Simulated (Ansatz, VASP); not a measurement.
## Two plane-wave programs on MoWSe3

```
Mo W Se
1.0
     4.82699    0.00000    0.00000
     0.00000    4.82699    0.00000
     0.00000    0.00000    4.82699
Mo W Se
1 1 3
Direct
  0.50000 0.50000 0.50000
  0.00000 0.00000 0.00000
  0.00000 0.50000 0.50000
  0.50000 0.00000 0.50000
  0.50000 0.50000 0.00000
```

Alike in both runs: functional PBE; k mesh 4 × 4 × 4; occupations gaussian, width 0.1 eV; no spin polarisation.

Ansatz relaxed the structure, and its values are those at the end. VASP's run is a single point on that final structure, the one shown.

|  | VASP | Ansatz |
| --- | --- | --- |
| version | VASP 6.6.1 | Ansatz 0.2.0 |
| potentials or method | VASP PAW PBE potentials, release 64 (Mo_sv, W_sv, Se) | scalar-relativistic, plane waves, PAW |
| plane-wave cutoff (eV) | 520 | 420 |
| valence electrons in the cell | 46 | 76 |

Ansatz gave:

| Quantity | Value |
| --- | --- |
| gap on the k mesh at the Fermi level (eV) | none |
| pressure (GPa) | -0.2 |

Task: What did VASP give for the same quantities?

Result: gap on the k mesh at the Fermi level (eV): none; pressure (GPa): -0.1.

A gap of «none» marks a metal or a gap that the smearing closes. The two sets of potentials don't hold the same shells in valence.

Spin-orbit coupling is left out, which matters for the levels of W.
